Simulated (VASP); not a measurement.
## Fitting the PBE energy curve of BaB

It takes space group Pm-3m (No. 221, cubic). The conventional cell has a = 3.686 Å, b = 3.686 Å, c = 3.686 Å, α = 90.00°, β = 90.00°, γ = 90.00°. Around Ba (site symmetry m-3m) lie 8 B at 3.19 Å. Around B (site symmetry m-3m) lie 8 Ba at 3.19 Å.

The cell comes from a database or a generator and needn't be the stable form of this composition.

The cell was scaled at fixed shape and fractions and run with VASP, PBE PAW files B, Ba_sv, 520 eV; PBE, k mesh 7 × 7 × 7 on the cell of 2 atoms, fermi-dirac occupations of 0.05 eV, no spin polarisation, no spin-orbit coupling. Energies are those that the program minimises, any entropy of the smearing included. For a metal such a mesh isn't converged to the digits shown.

```csv
V (Å³/atom),energy over the lowest row (meV/atom)
23.5325,21.163
24.0332,11.626
24.5339,5.121
25.0346,?
25.5353,0.000
26.0360,0.859
26.5367,3.704
```

Q: Fit the third-order Birch-Murnaghan form, give V0, B0 and B′, and predict the energy left open.

A: With y = (V0/V)^(2/3), E = E0 + (9 V0 B0/16) [(y - 1)³ B′ + (y - 1)² (6 - 4y)]. Least squares through the rows shown give V0 = 25.5808 Å³/atom, E0 = -0.011 meV, B0 = 35.59 GPa (1 eV/Å³ = 160.218 GPa) and B′ = 4.41, with a largest miss of 0.002 meV. At V = 25.0346 the form with these constants gives 1.336 meV; the run gave 1.340 meV an atom.
